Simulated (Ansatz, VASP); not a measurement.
# Zn (Zinc): VASP beside Ansatz

Aim: how closely do two programs agree when they are given the same cell, functional and k mesh? The cell is taken from a series of runs on this material, whose earlier steps may have relaxed, scaled, displaced or heated it; both programs get it as it stands.

Main program and level: Ansatz 0.2.0; plane waves, with VASP 6.6.1 beside it; PBEsol.

### 1. Starting point

The structure is hexagonal, space group P6_3/mmc (No. 194). The conventional cell has a = 2.539 Å, b = 2.539 Å, c = 4.996 Å, α = 90.00°, β = 90.00°, γ = 120.00°. Nearest to Zn lie 6 Zn at 2.54 Å.

Structure file:

```
Zn
1.0
     2.53883    0.00000    0.00000
    -1.26941    2.19869    0.00000
     0.00000    0.00000    4.99558
Zn
2
Direct
  0.33333 0.66667 0.25000
  0.66667 0.33333 0.75000
```

### 2. VASP: zone-centre phonons, PBEsol

Second derivatives magnify differences that forces hide, and they need a tight electronic threshold.

Lines of VASP's logs that name or quote its potential files are left out, and so is its time.

Contents of INCAR:

```
SYSTEM = Zn
PREC = Accurate
ENCUT = 500
EDIFF = 1E-08
NELM = 120
ISMEAR = 1
SIGMA = 0.2
LREAL = .FALSE.
ALGO = Normal
GGA = PS
NBANDS = 18
LORBIT = 11
LWAVE = .FALSE.
LCHARG = .FALSE.
ISIF = 2
IBRION = 8
LASPH = .TRUE.
GGA_COMPAT = .FALSE.
KPAR = 2
```

Contents of POSCAR:

```
Zn
1.0
    2.5388264494      0.0000000000      0.0000000000
   -1.2694132247      2.1986882010      0.0000000000
    0.0000000000      0.0000000000      4.9955803944
Zn
2
Direct
    0.3333333334      0.6666666668      0.2500000000
    0.6666666668      0.3333333334      0.7500000000
```

Contents of KPOINTS:

```
Automatic mesh
0
Gamma
18 18 8
0 0 0
```

PAW data sets: Zn (PBE family, release 64).

The run is started by

```sh
mpirun -np 2 vasp_std
```

Numbers of over 12 decimals in the logs are rounded to 6 here.

Log:

```text
[banner, memory and clock lines left out]
running    2 mpi-ranks, on    1 nodes
 distrk:  each k-point on    1 cores,    2 groups
 distr:  one band on    1 cores,    1 groups

 POSCAR found type information on POSCAR Zn
 POSCAR found :  1 types and       2 ions
|                                                                             |
|               ----> ADVICE to this user running VASP <----                  |
|                                                                             |
|     You enforced a specific xc type in the INCAR file but a different       |
|     [... a line on the potential file left out ...]
|     I HOPE YOU KNOW WHAT YOU ARE DOING!                                     |
|                                                                             |

 LDA part: xc-table for (Slater+PW92), standard interpolation
 POSCAR, INCAR and KPOINTS ok, starting setup
 FFT: planning ... GRIDC
 FFT: planning ... GRID_SOFT
 FFT: planning ... GRID
 WAVECAR not read
 entering main loop
       N       E                     dE             d eps       ncg     rms          rms(c)
DAV:   1     0.104955879173E+03    0.10496E+03   -0.12255E+04  6924   0.211E+03
DAV:   2     0.577754116794E+00   -0.10438E+03   -0.10142E+03  6668   0.296E+02
DAV:   3    -0.348442864698E+01   -0.40622E+01   -0.40480E+01  7508   0.671E+01
DAV:   4    -0.350452592617E+01   -0.20097E-01   -0.20092E-01  7324   0.476E+00
DAV:   5    -0.350455027154E+01   -0.24345E-04   -0.24345E-04  7238   0.149E-01    0.515E+00
DAV:   6    -0.317556844774E+01    0.32898E+00   -0.13628E+00  7186   0.260E+01    0.352E+00
DAV:   7    -0.315798889402E+01    0.17580E-01   -0.50059E-02  8548   0.403E+00    0.182E+00
DAV:   8    -0.314963143762E+01    0.83575E-02   -0.25250E-03  9072   0.777E-01    0.601E-02
DAV:   9    -0.314959087990E+01    0.40558E-04   -0.30494E-04  8802   0.239E-01    0.305E-02
DAV:  10    -0.314959405551E+01   -0.31756E-05   -0.23892E-05  6946   0.464E-02    0.278E-03
DAV:  11    -0.314959395363E+01    0.10188E-06   -0.57471E-07  7396   0.912E-03    0.251E-03
DAV:  12    -0.314959372072E+01    0.23291E-06   -0.11218E-08  5568   0.115E-03    0.585E-04
DAV:  13    -0.314959368566E+01    0.35061E-07   -0.29297E-08  5754   0.367E-03    0.783E-05
DAV:  14    -0.314959367963E+01    0.60286E-08   -0.13671E-09  3616   0.327E-04
   1 F= -.31495937E+01 E0= -.31499501E+01  d E =0.106933E-02
 Linear response reoptimize wavefunctions to high precision
DAV:   1    -0.314959368008E+01   -0.45202E-09   -0.40201E-10  3794   0.349E-04
DAV:   2    -0.314959368007E+01    0.10459E-10   -0.13342E-11  3540   0.298E-05
 Linear response DOF=           2
 Linear response progress:
  Degree of freedom:   1/  2
       N       E                     dE             d eps       ncg     rms          rms(c)
RMM:   1    -0.199314576218E+00   -0.19931E+00   -0.19426E-03 39905   0.179E+00
RMM:   2    -0.199174350090E+00    0.14023E-03   -0.83478E-04 43784   0.285E-01    0.568E-02
RMM:   3    -0.198710230789E+00    0.46412E-03   -0.47175E-05 52335   0.541E-02    0.323E-02
RMM:   4    -0.198235312704E+00    0.47492E-03   -0.48994E-05 51038   0.548E-02    0.267E-03
RMM:   5    -0.198244383519E+00   -0.90708E-05   -0.51074E-07 53756   0.482E-03    0.132E-03
RMM:   6    -0.198239851572E+00    0.45319E-05   -0.41350E-08 53686   0.139E-03    0.171E-04
RMM:   7    -0.198240694236E+00   -0.84266E-06   -0.44208E-09 53791   0.376E-04    0.397E-05
RMM:   8    -0.198239961119E+00    0.73312E-06   -0.62018E-10 54587   0.105E-04    0.557E-06
RMM:   9    -0.198239845472E+00    0.11565E-06    0.17922E-09 54145   0.511E-05    0.151E-06
RMM:  10    -0.198239871272E+00   -0.25800E-07   -0.38283E-09 44512   0.354E-05    0.316E-07
RMM:  11    -0.198239877296E+00   -0.60234E-08    0.56351E-10 32127   0.309E-05    0.162E-07
 first order change of Fermi-energy  -0.13562E-04
 force on displaced ion       1 direction 1 :  -0.590   0.000   0.000
 Linear response progress:
  Degree of freedom:   2/  2
       N       E                     dE             d eps       ncg     rms          rms(c)
RMM:   1    -0.226544046915E+00   -0.22654E+00   -0.65861E-03 13376   0.205E+00
RMM:   2    -0.223558262910E+00    0.29858E-02   -0.12370E-03 13522   0.496E-01    0.547E-02
RMM:   3    -0.223538376042E+00    0.19887E-04   -0.56944E-05 16980   0.734E-02    0.322E-02
RMM:   4    -0.223478761087E+00    0.59615E-04   -0.57434E-05 16980   0.353E-02    0.436E-03
RMM:   5    -0.223473663003E+00    0.50981E-05   -0.15847E-05 17564   0.571E-03    0.145E-03
RMM:   6    -0.223473693695E+00   -0.30692E-07   -0.46502E-06 17363   0.176E-03    0.311E-04
RMM:   7    -0.223473284872E+00    0.40882E-06   -0.12642E-06 16768   0.561E-04    0.875E-05
RMM:   8    -0.223472515620E+00    0.76925E-06   -0.43850E-07 16251   0.183E-04    0.356E-05
RMM:   9    -0.223471710822E+00    0.80480E-06   -0.22481E-07 17469   0.924E-05    0.465E-06
RMM:  10    -0.223471750105E+00   -0.39283E-07   -0.92324E-08 17534   0.431E-05    0.157E-06
RMM:  11    -0.223471740152E+00    0.99527E-08   -0.35239E-08 13343   0.323E-05    0.466E-07
 first order change of Fermi-energy   0.44103E-04
 force on displaced ion       1 direction 3 :   0.000  -0.000  -2.317
 Linear response finished
```

OUTCAR, selected parts (step 2):

```text
ion  position               nearest neighbor table
   1  0.333  0.667  0.250-   2 2.90   2 2.90   2 2.90   2 2.90   2 2.90   2 2.90
   2  0.667  0.333  0.750-   1 2.90   1 2.90   1 2.90   1 2.90   1 2.90   1 2.90

  LATTYP: Found a hexagonal cell.
 ALAT       =     2.5388264494
 C/A-ratio  =     1.9676730544

 Subroutine GETGRP returns: Found 24 space group operations
 (whereof 12 operations were pure point group operations)

The static configuration has the point symmetry D_3d.
 The point group associated with its full space group is D_6h.

 Found    185 irreducible k-points:

   k-points           NKPTS =    185   k-points in BZ     NKDIM =    185   number of bands    NBANDS=     18

   dimension x,y,z NGX =    20 NGY =   20 NGZ =   36
   dimension x,y,z NGXF=    40 NGYF=   40 NGZF=   72

   ENCUT  =  500.0 eV  36.75 Ry    6.06 a.u.   4.63  4.63  9.11*2*pi/ulx,y,z

   NELECT =      24.0000    total number of electrons

 k-points in reciprocal lattice and weights: Automatic mesh
   0.00000000  0.00000000  0.00000000       0.000
   0.05555556  0.00000000  0.00000000       0.002
   0.11111111  0.00000000  0.00000000       0.002
   0.16666667  0.00000000  0.00000000       0.002
   0.22222222  0.00000000  0.00000000       0.002
   0.27777778 -0.00000000  0.00000000       0.002
   0.33333333  0.00000000  0.00000000       0.002
   0.38888889  0.00000000  0.00000000       0.002
   0.44444444  0.00000000  0.00000000       0.002
[...]
0.33333333  0.27777778  0.50000000       0.005
   0.33333333  0.33333333  0.50000000       0.001

 average (electrostatic) potential at core
       1 -36.3340       2 -36.3340

  Total        1.0682597      1.0682597      0.0483532      0.0000000     -0.0000000      0.0000000
  in kB       61.3768798     61.3768798      2.7781350      0.0000000     -0.0000000      0.0000000
  external PRESSURE =      41.8439649 kB  Pullay stress =       0.0000000 kB

  energy-cutoff  :      500.00
  volume of cell :       27.89
      direct lattice vectors                 reciprocal lattice vectors
     2.538826449  0.000000000  0.000000000     0.393882772  0.227408325  0.000000000
    -1.269413225  2.198688201  0.000000000     0.000000000  0.454816649  0.000000000
     0.000000000  0.000000000  4.995580394     0.000000000  0.000000000  0.200176941

 POSITION                                       TOTAL-FORCE (eV/Angst)
 -----------------------------------------------------------------------------------
      0.00000      1.46579      1.24890        -0.000000     -0.000000      0.000000
      1.26941      0.73290      3.74669         0.000000      0.000000      0.000000
 -----------------------------------------------------------------------------------
    total drift:                               -0.000000     -0.000000     -0.000000

 Eigenvectors and eigenvalues of the dynamical matrix
 ----------------------------------------------------

   1 f  =    4.162147 THz    26.151544 2PiTHz  138.834294 cm-1    17.213251 meV
             X         Y         Z           dx          dy          dz
      0.000000  1.465792  1.248895    -0.000000    0.000000   -0.707107
      1.269413  0.732896  3.746685     0.000000    0.000000    0.707107

   2 f  =    2.099503 THz    13.191564 2PiTHz   70.031868 cm-1     8.682841 meV
             X         Y         Z           dx          dy          dz
      0.000000  1.465792  1.248895     0.000000    0.707107    0.000000
      1.269413  0.732896  3.746685     0.000000   -0.707107    0.000000

   3 f  =    2.099503 THz    13.191564 2PiTHz   70.031868 cm-1     8.682841 meV
             X         Y         Z           dx          dy          dz
      0.000000  1.465792  1.248895     0.707107    0.000000   -0.000000
      1.269413  0.732896  3.746685    -0.707107   -0.000000    0.000000

   4 f  =    0.000000 THz     0.000000 2PiTHz    0.000000 cm-1     0.000000 meV
             X         Y         Z           dx          dy          dz
      0.000000  1.465792  1.248895     0.000000   -0.000000    0.707107
      1.269413  0.732896  3.746685    -0.000000    0.000000    0.707107

   5 f/i=    0.000000 THz     0.000000 2PiTHz    0.000001 cm-1     0.000000 meV
             X         Y         Z           dx          dy          dz
      0.000000  1.465792  1.248895     0.424171   -0.565755   -0.000000
      1.269413  0.732896  3.746685     0.424171   -0.565755    0.000000

   6 f/i=    0.000000 THz     0.000000 2PiTHz    0.000001 cm-1     0.000000 meV
             X         Y         Z           dx          dy          dz
      0.000000  1.465792  1.248895     0.565755    0.424171    0.000000
      1.269413  0.732896  3.746685     0.565755    0.424171    0.000000

 ELASTIC MODULI CONTR FROM IONIC RELAXATION (kBar)
 Direction    XX          YY          ZZ          XY          YZ          ZX
 --------------------------------------------------------------------------------
 XX          -0.0244      0.0244      0.0000     -0.0000      0.0000      0.0000
 YY           0.0244     -0.0244      0.0000      0.0000     -0.0000      0.0000
 ZZ           0.0000      0.0000      0.0000      0.0000      0.0000      0.0000
 XY          -0.0000      0.0000      0.0000     -0.0244     -0.0000      0.0000
 YZ           0.0000     -0.0000      0.0000     -0.0000     -0.0000      0.0000
 ZX           0.0000      0.0000      0.0000      0.0000      0.0000      0.0000
 --------------------------------------------------------------------------------
```

### 3. Ansatz: zone-centre phonons, PBEsol

Ansatz runs on its PAW soft_1 files.

The same cell, functional, mesh and smearing now go to Ansatz, which takes its cutoff from its data sets.

Contents of input.yaml:

```yaml
crystal:
  lattice:
    - [2.5388264494, 0.0, 0.0]
    - [-1.2694132247, 2.198688201, 0.0]
    - [0.0, 0.0, 4.9955803944]
  atoms:
    - { symbol: Zn, position: [0.3333333333, 0.6666666667, 0.25] }
    - { symbol: Zn, position: [0.6666666667, 0.3333333333, 0.75] }
kpoints:
  mp_grid: { grid: [18, 18, 8] }
hamiltonian:
  xc: pbesol
  pseudopotentials: { kind: paw, azcp: { folder: soft_1 }, xc_functional: pbe }
scf:
  occupations: { method: methfessel_paxton, width: 0.2 }
output:
  eigenvalues: true
phonons:
  method: dfpt
```

The run is started by

```sh
ansatz run input.yaml --threads 4 --pin off --max-ram 10240MiB --backend cpu --events-out ev --progress --plain --runs-dir out
```

Log:

```text
zone centre: on kpoints.mp_grid the ground state, and the responses unless they are solved on pairs of k-points, stand on 455 of the mesh's 2592 k-points, reduced under 4 symmetry operations, with k and −k counted as one. Each operation leaves every solved displacement unchanged or reverses it
Engine: ansatz 0.2.0, aarch64-unknown-linux-gnu
Pseudopotentials: kind: paw
Pseudopotential: Zn, paw, valence charge 12, recommended cutoff 420 eV (normal), soft_1/Zn.paw.azcp
Functional definition: PBEsol
  exchange = pbesol_x
  correlation = pbesol_c
Crystal: 2 atoms, lattice volume = 27.886 Å³
Basis set: ecut = 420 eV, 551 PW (Γ), exchange–correlation on 36×36×72 points (8 copies of the dense FFT grid, shifted against one another)
Bands: 16, of which v1, the nominal top of the filled ones, is band 12 counted from 1 (11 counted from 0)
Symmetry: 24 space group operations
k-points: 455 of 2592 (irreducible under 4 space group operations, time reversal used)
Non-local potential: Zn, projectors of the file, l = 0: 2, l = 1: 2, l = 2: 3, l = 3: 1
PAW form: soft (Blöchl's): semilocal exchange-correlation on the pseudo side does not see the compensation charge
PAW frozen core: Zn, regenerated for the run's functional, and the local potential with it (the file was generated under x = pbe(κ = 0.804, μ = 0.219515), c = pbe(β = 0.066725))
PAW one-centre angular grid: Zn, 590 points (default); XC on 64 Gauss nodes
Initial density: superposition of atomic densities (chi_scale 0.1, normalization cell)
Initial wavefunctions: pseudopotential atomic-orbital guess
Functional: x = pbesol(κ = 0.804, μ = 0.123457), c = pbesol(β = 0.046)
SCF iter   1: F=—  HF=-6562.122523 eV  |F-HF|=—  |Δ(HF+E_count)|=         —  Δρ=7.31e-2  dr2=1.08e0  ethr=3.10e-3  ⟨swp⟩=5.7  Hψ=43395  notcnv=0
preconditioner: auto → none  [metal: Δε(μ)=0.085 eV  Ē_g=12.980 eV  σ=0.200 eV  W_gap=0.34  n_scr=4 (ndim 8)  ℏωp=34.4 eV  f_vac=0.000  D(μ)=0.23/eV (n_scr^D=0)  sad-step TF]
SCF iter   2: F=—  HF=-6561.854524 eV  |F-HF|=—  |Δ(HF+E_count)|=   2.68e-1  S|Δr|=    0.00e0  Δρ=2.53e-2  dr2=8.33e-2  ethr=3.10e-3  ⟨swp⟩=2.0  Hψ=18003  notcnv=0  defer=8
SCF iter   3: F=—  HF=-6561.799216 eV  |F-HF|=—  |Δ(HF+E_count)|=   5.53e-2  S|Δr|=    0.00e0  Δρ=1.13e-2  dr2=2.52e-2  ethr=3.47e-4  ⟨swp⟩=2.0  Hψ=16967  notcnv=0  defer=8
SCF iter   4: F=—  HF=-6561.796862 eV  |F-HF|=—  |Δ(HF+E_count)|=   2.35e-3  S|Δr|=    0.00e0  Δρ=5.29e-3  dr2=2.31e-3  ethr=1.05e-4  ⟨swp⟩=2.1  Hψ=11702  notcnv=0  defer=8
SCF iter   5: F=—  HF=-6561.797933 eV  |F-HF|=—  |Δ(HF+E_count)|=   1.07e-3  S|Δr|=    0.00e0  Δρ=6.34e-4  dr2=3.32e-5  ethr=9.63e-6  ⟨swp⟩=2.0  Hψ=12971  notcnv=0  defer=8
SCF iter   6: F=—  HF=-6561.797946 eV  |F-HF|=—  |Δ(HF+E_count)|=   1.28e-5  S|Δr|=    0.00e0  Δρ=6.10e-5  dr2=3.48e-7  ethr=1.39e-7  ⟨swp⟩=2.0  Hψ=12717  notcnv=0  defer=8
SCF iter   7: F=—  HF=-6561.797946 eV  |F-HF|=—  |Δ(HF+E_count)|=   1.66e-7  S|Δr|=    0.00e0  Δρ=2.69e-6  dr2=8.89e-10  ethr=1.45e-9  ⟨swp⟩=2.0  Hψ=12466  notcnv=0  defer=8
SCF iter   8: F=-6561.797946 eV  HF=-6561.797946 eV  |F-HF|=1.82e-12  |Δ(HF+E_count)|=  1.69e-10  S|Δr|=    0.00e0  Δρ=1.57e-7  dr2=2.02e-12  ethr=1.00e-12  ⟨swp⟩=5.5  Hψ=44154  notcnv=0
SCF 1 converged in 8 iterations: F = -6561.797946 eV  dr2 = 2.02e-12
  greatest PAW one-centre occupation: 0.981 electrons in one spin orbital (limit 2), on the Zn atom at site 1 (counted from 0), in its partial waves of l = 2
DFPT response loops at Γ: preconditioner auto → Kerker (q_TF=auto, 2.661 Å⁻¹) (partly filled bands, converged f_vac=0.000); β = 1.00, the filter's whole step (`scf.mixing.beta` (0.50) is not read by the response loops under this deck's `scf.mixing.preconditioner`; to damp them name `kerker` or `kerker_dos`, under which they read `scf.mixing.beta`, and type it under 1.00, their step now; both keys bind the ground state too); Broyden in place of MSR1
SCF converged after 8 iterations
Stability not checked: this state was not tested for a lower state beside it, because cold or Methfessel-Paxton smearing, or corrected tetrahedra, fill the levels in a way that the test cannot read (fill_not_monotonic; see scf.lower_state_search)
Free energy (F): -6561.797946 eV
Harris-Foulkes:  -6561.797946 eV  (|F-HF|=1.82e-12)
Internal energy: -6561.799014 eV  (E = F + TS)
E sigma→0 (E₀):  -6561.798213 eV
Entropy (-TS):   0.001067 eV (0.534 meV/atom)
Fermi energy:    12.049278 eV
--- Per-component energies (eV) ---
  E_band       = 118.256269
  E_kinetic    = 298.095909
  E_local      = -3422.010391  (includes V_loc(G=0)·N_el)
  E_nonlocal   = 1634.366417
  E_hartree    = 1272.436469
  E_xc         = -157.583844
  E_vxc        = -105.423309  (∫ρ·V_xc dr)
  E_paw        = -3715.216040  (= ΣΔE_a)
  E_vpaw       = -831.644802  (= ΣTr[D̂ρ^β])
  E_aug_tail   = -0.000444  (compensation charges beyond the density's cutoff)
  E_ewald      = -2473.481801
  E_core_change = 1.594712  (= ΣΔE_core)
  E_smearing   = 0.001067  (= −TS)
  E_closure    = -0.000000  (closes the sum)
  Σ components = -6561.797946   (vs F -6561.797946, Δ=0.00e0)
--- Band table (eV; the first three rows and the last of 455) ---
  k-point 0: bands = [... 8 lower, 4.7910, 4.9741, 4.9741, 7.7968, 8.5481, 24.4697, 28.4975, 31.9353]
  k-point 1: bands = [... 8 lower, 4.7997, 4.9686, 4.9686, 6.6871, 9.8718, 23.0279, 30.0548, 32.0293]
  k-point 2: bands = [... 8 lower, 4.8235, 4.9523, 4.9523, 5.5241, 11.6955, 20.6353, 32.3042, 32.3042]
  k-point 454: bands = [... 8 lower, 5.0114, 5.0114, 9.4049, 9.4049, 16.6885, 16.6885, 18.3794, 18.3794]
--- Phonons (Γ-DFPT): 2 representative perturbations + reference, on 455 of 2592 k-points (Σ response iterations 7) ---
  k mesh reduced under 4 symmetry operations, with k and −k counted as one. Each operation leaves every solved displacement unchanged or reverses it
  ASR residual: 2.757e-5 → 0.000e0 eV/Å²; symmetrization residual: 1.932e-13 eV/Å²
  ASR residual per site (eV/Å²): 2.76e-5 2.76e-5
  Γ frequencies (cm⁻¹): 0.00 0.00 0.00 72.76 72.76 138.97
  non-analytic LO–TO correction: not included (Born effective charges unavailable; polar crystals: no LO–TO splitting at Γ)
```

### 4. Comparison

Known differences besides the potentials themselves: the cutoff is 420 eV in Ansatz and 500 eV in VASP; Ansatz makes its cores anew for this functional, VASP keeps those of its PBE data sets. Total energies have different zeros and are not compared.

The two programs side by side:

```tsv
quantity	Ansatz	VASP	difference
optical mode 1 to 2 (cm⁻¹)	72.8	70.0	+3.90 %
optical mode 3 (cm⁻¹)	139.0	138.8	+0.10 %
```

Modes are paired by rising frequency, not by their patterns, so a pair may set unlike modes beside each other; they are those without the splitting of longitudinal modes.

### 5. Outcome

```json
{
 "r.m.s. difference of the optical zone-centre modes, each program's sorted by frequency (zone-centre phonons, PBEsol)": "2.2 cm⁻¹",
 "difference in optical mode 1 to 2 (zone-centre phonons, PBEsol)": "+3.9 %"
}
```

What this shows: The r.m.s. difference of the optical zone-centre modes, each program's sorted by frequency is 2.2 cm⁻¹ (zone-centre phonons, PBEsol). Among the rows given in per cent, the largest difference of the zone-centre phonons, PBEsol pair is in optical mode 1 to 2, +3.9 %. Such differences can come from data sets, numerical settings and the points named under the comparisons, not from the functional's error against experiment.

[Lines on the potential files, build, host, timing and source positions are cut from VASP's logs without a mark.]

[Logs are printed without paths, hosts, clocks, repeated set-up lines and the standing remarks that a program may print on its own settings, such as how far it seeks lower states.]

[Hosts, paths, dates, database ids (printed as entryN), source tags and the programs' standing remarks are cut or masked in the printed files.]
